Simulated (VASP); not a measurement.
Method: r2SCAN+rVV10, VASP's PBE PAW potentials (set 64) (plane waves; VASP).

VASP ran on this input.

**INCAR**
```
ALGO = Normal   # blocked Davidson
ISMEAR = 0
EDIFF = 1E-7   # SCF stop (eV)
IBRION = 2
CPARAM = 0.0093
NSW = 30
LASPH = .TRUE.   # aspherical one-centre terms
LCHARG = .FALSE.
LUSE_VDW = .TRUE.
EDIFFG = -0.01
ENCUT = 520   # plane-wave cut-off (eV)
LMIXTAU = .TRUE.
BPARAM = 11.95
ISIF = 4
PREC = Accurate
NELM = 100
METAGGA = R2SCAN
LWAVE = .FALSE.
LREAL = .FALSE.   # projection in real space or not
LMAXMIX = 4
SIGMA = 0.05   # width (eV)
SYSTEM = ZnO
```

### KPOINTS
```
Automatic mesh
0
Gamma
8 8 5
0 0 0
```

File POSCAR:
```
ZnO
1
    1.6503739480    -2.8585319704     0.0000000000
    1.6503739480     2.8585319704     0.0000000000
    0.0000000000     0.0000000000     5.2951063544
Zn O
2 2
Direct
  0.6666670000   0.3333330000   0.5002562054
  0.3333330000   0.6666670000   0.0002562054
  0.6666670000   0.3333330000   0.8817437946
  0.3333330000   0.6666670000   0.3817437946
```

POTCAR, in this order: Zn O (PBE.64 set). Program: vasp_std.

The resulting files:

**OSZICAR**
```
       N       E                     dE             d eps       ncg     rms          rms(c)
DAV:   1     0.272336940990E+03    0.27234E+03   -0.19213E+04  1320   0.240E+03
DAV:   2    -0.132306077648E+02   -0.28557E+03   -0.27661E+03  1422   0.449E+02
DAV:   3    -0.448516309362E+02   -0.31621E+02   -0.31294E+02  1542   0.158E+02
DAV:   4    -0.454591229097E+02   -0.60749E+00   -0.60695E+00  1452   0.238E+01
DAV:   5    -0.454634843145E+02   -0.43614E-02   -0.43613E-02  1536   0.194E+00    0.135E+01
DAV:   6    -0.368263975642E+02    0.86371E+01   -0.78139E+00  2200   0.752E+01    0.940E+00
DAV:   7    -0.345778373424E+02    0.22486E+01   -0.29916E+00  1320   0.168E+01    0.486E+00
DAV:   8    -0.378544320588E+02   -0.32766E+01   -0.90614E-01  1592   0.216E+01    0.127E+00
DAV:   9    -0.346665281952E+02    0.31879E+01   -0.85378E-01  1604   0.178E+01    0.107E+00
DAV:  10    -0.351587317049E+02   -0.49220E+00   -0.31234E-01  1320   0.561E+00    0.233E-01
DAV:  11    -0.351596585204E+02   -0.92682E-03   -0.82999E-03  1650   0.941E-01    0.335E-01
DAV:  12    -0.351725319585E+02   -0.12873E-01   -0.40589E-03  1572   0.164E+00    0.145E-01
DAV:  13    -0.351685998338E+02    0.39321E-02   -0.12348E-02  1332   0.419E+00    0.682E-01
DAV:  14    -0.351764621138E+02   -0.78623E-02   -0.46179E-03  1580   0.184E+00    0.534E-01
DAV:  15    -0.351774497108E+02   -0.98760E-03   -0.96327E-04  1584   0.452E-01    0.453E-01
DAV:  16    -0.351780481040E+02   -0.59839E-03   -0.27150E-04  1332   0.212E-01    0.456E-01
DAV:  17    -0.351778450945E+02    0.20301E-03   -0.52459E-04  1476   0.702E-01    0.291E-01
DAV:  18    -0.351777210094E+02    0.12409E-03   -0.22881E-04  2018   0.507E-01    0.162E-01
DAV:  19    -0.351777361950E+02   -0.15186E-04   -0.19401E-04  1988   0.309E-01    0.643E-02
DAV:  20    -0.351777337934E+02    0.24016E-05   -0.43689E-05  1344   0.520E-02    0.521E-02
DAV:  21    -0.351777430426E+02   -0.92492E-05   -0.80541E-07  1404   0.894E-03    0.408E-02
DAV:  22    -0.351777477928E+02   -0.47502E-05   -0.32505E-06  1552   0.338E-02    0.250E-02
DAV:  23    -0.351777485702E+02   -0.77740E-06   -0.10813E-06  1514   0.388E-02    0.104E-02
DAV:  24    -0.351777479390E+02    0.63117E-06   -0.10481E-06  1656   0.194E-02    0.366E-03
DAV:  25    -0.351777487428E+02   -0.80376E-06   -0.16416E-07   864   0.519E-03    0.855E-04
DAV:  26    -0.351777479325E+02    0.81028E-06   -0.10115E-07   690   0.718E-03    0.523E-04
DAV:  27    -0.351777480020E+02   -0.69559E-07   -0.14935E-08   696   0.469E-03
   1 F= -.35177748E+02 E0= -.35177748E+02  d E =-.351777E+02
```

OUTCAR:
```
------------------------ aborting loop because EDIFF is reached ----------------------------------------
  FORCE on cell =-STRESS in cart. coord.  units (eV):
  Direction    XX          YY          ZZ          XY          YZ          ZX
  --------------------------------------------------------------------------------------
  Total       -2.4585363     -2.4585371     -2.4081712      0.0000000      0.0000000      0.0000000
  in kB      -78.8419061    -78.8419305    -77.2267640      0.0000000      0.0000000      0.0000000
  external PRESSURE =     -78.3035335 kB  Pullay stress =       0.0000000 kB
  volume of cell :       49.96
      direct lattice vectors                 reciprocal lattice vectors
     1.650373948 -2.858531970  0.000000000     0.302961641 -0.174914958  0.000000000
     1.650373948  2.858531970  0.000000000     0.302961641  0.174914958  0.000000000
     0.000000000  0.000000000  5.295106354     0.000000000  0.000000000  0.188853619
  FREE ENERGIE OF THE ION-ELECTRON SYSTEM (eV)
  ---------------------------------------------------
  free  energy   TOTEN  =       -35.1777480020 eV

  energy  without entropy=      -35.1777480020  energy(sigma->0) =      -35.17774800

 reached required accuracy - stopping structural energy minimisation
```
(Selected blocks of OUTCAR.)

OUTCAR:
```
 val. band max:        0.4029025337   @ k =   0.0000   0.0000   0.0000

 cond. band min:       1.4971625637   @ k =   0.0000   0.0000   0.0000


 Fermi energy:         0.6787568794

 k-point     1 :       0.0000    0.0000    0.0000
  band No.  band energies     occupation
      1     -18.2986      2.00000
      2     -17.6747      2.00000
      3      -5.1870      2.00000
      4      -5.1869      2.00000
      5      -5.1145      2.00000
      6      -5.0018      2.00000
      7      -5.0017      2.00000
      8      -4.9154      2.00000
      9      -4.0594      2.00000
     10      -4.0594      2.00000
     11      -3.8747      2.00000
     12      -3.8747      2.00000
     13      -3.6161      2.00000
     14      -0.3454      2.00000
     15      -0.3454      2.00000
     16       0.3231      2.00000
     17       0.4029      2.00000
     18       0.4029      2.00000
     19       1.4972      0.00000
     20       5.9960      0.00000
     21       9.0012      0.00000
     22      13.7634      0.00000

 k-point     2 :       0.1250    0.0000    0.0000
  band No.  band energies     occupation
      1     -18.2254      2.00000
      2     -17.6430      2.00000
      3      -5.2587      2.00000
      4      -5.1391      2.00000
      5      -5.0715      2.00000
      6      -5.0029      2.00000
      7      -4.9346      2.00000
      8      -4.8047      2.00000
      9      -4.0901      2.00000
     10      -4.0627      2.00000
     11      -3.8678      2.00000
     12      -3.7956      2.00000
     13      -3.6328      2.00000
     14      -0.8753      2.00000
     15      -0.5434      2.00000
     16      -0.3559      2.00000
     17       0.2242      2.00000
     18       0.2951      2.00000
     19       2.4656      0.00000
     20       6.6093      0.00000
     21       8.9880      0.00000
     22      12.3012      0.00000

 k-point     3 :       0.2500    0.0000    0.0000
  band No.  band energies     occupation
      1     -18.0372      2.00000
...
```

The compound is ZnO in the wurtzite structure. This cell is one point of a volume scan, at 1.06 of the reference volume.
